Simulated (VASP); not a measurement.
Runs of VASP 6.6.1 on LaMnAs3. The structure is cubic, space group Pm-3m (No. 221). Conventional cell: a = 4.574 Å, b = 4.574 Å, c = 4.574 Å, α = 90.00°, β = 90.00°, γ = 90.00°. Around La (site symmetry m-3m) lie 12 As at 3.23 Å. As (site symmetry 4/mmm) is surrounded by 2 Mn at 2.29 Å. Around Mn (site symmetry m-3m) lie 6 As at 2.29 Å. The cell was built by a generator and needn't be a form met in nature.

| level | potentials or basis | U | smearing | gap on the mesh (eV) | pressure (GPa) |
| --- | --- | --- | --- | --- | --- |
| LDA | VASP PAW LDA potentials, release 64 (La, As, Mn_pv) | - | tetrahedron | none | 3.1 |
| PBE+D3(BJ) | VASP PAW PBE potentials, release 64 (La, As, Mn_pv) | - | fermi-dirac 0.1 eV | none | 6.6 |
| PBE | VASP PAW PBE potentials, release 64 (La, As, Mn_pv) | - | fermi-dirac 0.1 eV | none | (a) |
| PBE+U | VASP PAW PBE potentials, release 64 (La, As, Mn_pv) | La f U = 5.0 eV | fermi-dirac 0.1 eV | none | 11.8 |

Alike in all rows: task single point; no spin polarisation; cell as given; k mesh 4 × 4 × 4; cutoff (eV) 520.

Question: Fill in the values left out.

Answer: (a) 10.5.

Caveats: pairwise dispersion overbinds metals, which lowers pressure and volume (some runs); U without spin polarisation on a metal has little footing (some runs); the U is typed as a test and isn't derived for this compound (some runs).

A k mesh can miss the band edges, and the runs leave out spin-orbit coupling on As, La.

A gap of «none» marks a metal or a gap under the smearing width.

Not every run made on this cell is shown here.
